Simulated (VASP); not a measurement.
Computed with PBE GGA, VASP's PBE PAW potentials (set 64) (plane waves; VASP).

VASP ran on this input.

File POSCAR:
```
SiC
1.0
  3.1067710000   0.0000000000   0.0000000000
 -1.5533850000   2.6905420000   0.0000000000
  0.0000000000   0.0000000000  15.2460410000
Si C
6 6
Cartesian
 -0.0000012201   1.7936955635  12.6997996926
  1.5533872201   0.8968464365   5.0767791926
  1.5533872201   0.8968464365  10.1614863265
 -0.0000012201   1.7936955635   2.5384658265
  0.0000000000   0.0000000000   7.6189040689
  0.0000000000   0.0000000000  15.2419245689
  0.0000000000   0.0000000000  13.3306808692
  0.0000000000   0.0000000000   5.7076603692
 -0.0000012201   1.7936955635  10.7941970280
  1.5533872201   0.8968464365   3.1711765280
  1.5533872201   0.8968464365   8.2560361223
 -0.0000012201   1.7936955635   0.6330156223
```

**INCAR**
```
# general
SYSTEM = SiC
PREC   = Accurate
ENCUT  = 700   # plane-wave cut-off (eV)
LREAL  = .FALSE.   # projection in real space or not
LASPH  = .TRUE.   # aspherical one-centre terms

# electronic loop
EDIFF  = 1E-6   # SCF stop (eV)
NELM   = 100   # most electronic steps
ALGO   = Normal

# smearing
ISMEAR = 0
SIGMA  = 0.01

# functional
GGA    = PE   # PBE

# ions
ISIF   = 2

# output
LWAVE  = .FALSE.
LCHARG = .FALSE.
```

### KPOINTS
```
kpoints
0
Gamma
  8 8 2
0 0 0
```

POTCAR, in this order: Si C (PBE.64 set). Program: vasp_std.

The run wrote:

OSZICAR:
```
       N       E                     dE             d eps       ncg     rms          rms(c)
DAV:   1     0.185243227797E+03    0.18524E+03   -0.26316E+04  1240   0.176E+03
DAV:   2    -0.851085243411E+02   -0.27035E+03   -0.25792E+03  1667   0.261E+02
DAV:   3    -0.100748474415E+03   -0.15640E+02   -0.15524E+02  1528   0.620E+01
DAV:   4    -0.101070201174E+03   -0.32173E+00   -0.32099E+00  1507   0.984E+00
DAV:   5    -0.101078733413E+03   -0.85322E-02   -0.85285E-02  1507   0.156E+00    0.209E+01
DAV:   6    -0.906576813968E+02    0.10421E+02   -0.36549E+01  1429   0.239E+01    0.915E+00
DAV:   7    -0.904282859987E+02    0.22940E+00   -0.26930E+00  1696   0.686E+00    0.403E+00
DAV:   8    -0.903866254966E+02    0.41661E-01   -0.17830E-01  1478   0.196E+00    0.113E+00
DAV:   9    -0.903836600682E+02    0.29654E-02   -0.24143E-02  1513   0.789E-01    0.180E-01
DAV:  10    -0.903844173257E+02   -0.75726E-03   -0.22310E-03  1549   0.226E-01    0.892E-02
DAV:  11    -0.903845347696E+02   -0.11744E-03   -0.32408E-04  1506   0.107E-01    0.195E-02
DAV:  12    -0.903845378637E+02   -0.30941E-05   -0.13146E-05  1556   0.189E-02    0.747E-03
DAV:  13    -0.903845395491E+02   -0.16854E-05   -0.11205E-06  1026   0.605E-03    0.261E-03
DAV:  14    -0.903845398222E+02   -0.27311E-06   -0.16142E-07   977   0.211E-03
   1 F= -.90384540E+02 E0= -.90384540E+02  d E =-.337039E-24
```

OUTCAR:
```
------------------------ aborting loop because EDIFF is reached ----------------------------------------
  FORCE on cell =-STRESS in cart. coord.  units (eV):
  Direction    XX          YY          ZZ          XY          YZ          ZX
  --------------------------------------------------------------------------------------
  Total       -2.0692882     -2.0692873     -2.1097845     -0.0000004      0.0000000      0.0000000
  in kB      -26.0150981    -26.0150863    -26.5242175     -0.0000048      0.0000000      0.0000000
  external PRESSURE =     -26.1848007 kB  Pullay stress =       0.0000000 kB
  volume of cell :      127.44
      direct lattice vectors                 reciprocal lattice vectors
     3.106771000  0.000000000  0.000000000     0.321877602  0.185836103  0.000000000
    -1.553385000  2.690542000  0.000000000     0.000000000  0.371672325  0.000000000
     0.000000000  0.000000000 15.246041000     0.000000000  0.000000000  0.065590798
  FREE ENERGIE OF THE ION-ELECTRON SYSTEM (eV)
  ---------------------------------------------------
  free  energy   TOTEN  =       -90.3845398222 eV

  energy  without entropy=      -90.3845398222  energy(sigma->0) =      -90.38453982
```
(Selected blocks of OUTCAR.)

The structure comes from a computed database's SiC entry; how it stands against other phases isn't given here. The cell was not relaxed at this level. The run is one of a series of settings (ENCUT = 700 against the base run), some of them coarse on purpose.
